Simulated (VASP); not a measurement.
These are PBE GGA, VASP's PBE PAW potentials (set 64) (plane waves; VASP) values and carry that method's errors.

A VASP calculation is set up with these files.

**KPOINTS**
```
Regular mesh
0
gamma
15 15 15
0 0 0
```

POSCAR:
```
Ir
1.0
  0.0000000000   1.9359148275   1.9359148275
  1.9359148275   0.0000000000   1.9359148275
  1.9359148275   1.9359148275   0.0000000000
Ir
1
Cartesian
  0.0000000000   0.0000000000   0.0000000000
```

### INCAR
```
ISIF=3
EDIFF=1E-6   ! SCF stop (eV)
ISMEAR=1   ! Methfessel-Paxton
LCHARG=.FALSE.
NSW=60
LWAVE=.FALSE.
GGA=PE
SIGMA=0.1
LREAL=.FALSE.
SYSTEM=Ir
NELM=100
LASPH=.TRUE.
IBRION=2   ! conjugate gradients
ALGO=Normal   ! blocked Davidson
ENCUT=480
PREC=Accurate
LMAXMIX=6   ! l cut-off of mixed one-centre charges
EDIFFG=-0.01   ! ionic stop
```

POTCAR, in this order: Ir (PBE.64 set). Program: vasp_std.

The run wrote:

OSZICAR:
```
       N       E                     dE             d eps       ncg     rms          rms(c)
DAV:   1     0.400063579053E+02    0.40006E+02   -0.42418E+03  1976   0.955E+02
DAV:   2    -0.882351350090E+01   -0.48830E+02   -0.46976E+02  1944   0.200E+02
DAV:   3    -0.941949271563E+01   -0.59598E+00   -0.59571E+00  2808   0.298E+01
DAV:   4    -0.942277035413E+01   -0.32776E-02   -0.32758E-02  2520   0.157E+00
DAV:   5    -0.942279525859E+01   -0.24904E-04   -0.24905E-04  2824   0.791E-02    0.142E+01
DAV:   6    -0.894622541775E+01    0.47657E+00   -0.10325E+00  2208   0.142E+01    0.576E+00
DAV:   7    -0.886096472584E+01    0.85261E-01   -0.31650E-01  2472   0.730E+00    0.154E+00
DAV:   8    -0.885607390718E+01    0.48908E-02   -0.17568E-03  2080   0.643E-01    0.682E-01
DAV:   9    -0.885471107110E+01    0.13628E-02   -0.10597E-03  2448   0.538E-01    0.123E-02
DAV:  10    -0.885471728878E+01   -0.62177E-05   -0.44147E-06  2624   0.214E-02    0.683E-03
DAV:  11    -0.885471780118E+01   -0.51240E-06   -0.25600E-07  1624   0.549E-03
   1 F= -.88547178E+01 E0= -.88545987E+01  d E =-.885472E+01
```

### OUTCAR
```
------------------------ aborting loop because EDIFF is reached ----------------------------------------
  FORCE on cell =-STRESS in cart. coord.  units (eV):
  Direction    XX          YY          ZZ          XY          YZ          ZX
  --------------------------------------------------------------------------------------
  Total       -0.0028988     -0.0028988     -0.0028988      0.0000000      0.0000000     -0.0000000
  in kB       -0.3200698     -0.3200698     -0.3200698      0.0000000      0.0000000     -0.0000000
  external PRESSURE =      -0.3200698 kB  Pullay stress =       0.0000000 kB
  volume of cell :       14.51
      direct lattice vectors                 reciprocal lattice vectors
     0.000000000  1.935914827  1.935914827    -0.258275825  0.258275825  0.258275825
     1.935914827  0.000000000  1.935914827     0.258275825 -0.258275825  0.258275825
     1.935914827  1.935914827  0.000000000     0.258275825  0.258275825 -0.258275825
 POSITION                                       TOTAL-FORCE (eV/Angst)
 -----------------------------------------------------------------------------------
      0.00000      0.00000      0.00000        -0.000000     -0.000000      0.000000
 -----------------------------------------------------------------------------------
    total drift:                               -0.000000     -0.000000     -0.000000
  FREE ENERGIE OF THE ION-ELECTRON SYSTEM (eV)
  ---------------------------------------------------
  free  energy   TOTEN  =        -8.8547178012 eV

  energy  without entropy=       -8.8543605440  energy(sigma->0) =       -8.85459872

 reached required accuracy - stopping structural energy minimisation
```
(Selected blocks of OUTCAR.)

OUTCAR:
```
 val. band max:       10.0224989941   @ k =  -0.3333   0.2667   0.0667

 cond. band min:      10.0442098983   @ k =  -0.3333   0.2000   0.0667


 Fermi energy:        10.0336796210

 k-point     1 :       0.0000    0.0000    0.0000
  band No.  band energies     occupation
      1      -0.8768      2.00000
      2       6.2310      2.00000
      3       6.2310      2.00000
      4       6.2310      2.00000
      5       8.8129      2.00000
      6       8.8129      2.00000
      7      24.3438      0.00000
      8      29.7802      0.00000

 k-point     2 :       0.0667    0.0000    0.0000
  band No.  band energies     occupation
      1      -0.6846      2.00000
      2       6.1308      2.00000
      3       6.3133      2.00000
      4       6.3133      2.00000
      5       8.7613      2.00000
      6       8.7613      2.00000
      7      24.6708      0.00000
      8      28.7781      0.00000

 k-point     3 :       0.1333    0.0000    0.0000
  band No.  band energies     occupation
      1      -0.1365      2.00000
      2       5.8922      2.00000
      3       6.5128      2.00000
      4       6.5128      2.00000
      5       8.6704      2.00000
      6       8.6704      2.00000
      7      25.5237      0.00000
      8      26.9749      0.00000

 k-point     4 :       0.2000    0.0000    0.0000
  band No.  band energies     occupation
      1       0.6629      2.00000
      2       5.6909      2.00000
      3       6.6721      2.00000
      4       6.6721      2.00000
      5       8.7310      2.00000
      6       8.7310      2.00000
      7      25.0635      0.00000
      8      26.4895      0.00000

 k-point     5 :       0.2667    0.0000    0.0000
  band No.  band energies     occupation
      1       1.4753      2.00000
      2       5.8185      2.00000
      3       6.6293      2.00000
      4       6.6293      2.00000
      5       9.1213      2.00000
      6       9.1213      2.00000
      7      23.1559      0.00000
...
```

Unless said otherwise, spin-orbit coupling is left out, though it shifts the bands of the heavy elements here.

The compound is Ir in the fcc structure. It was relaxed first. The start is the result of an earlier pass.
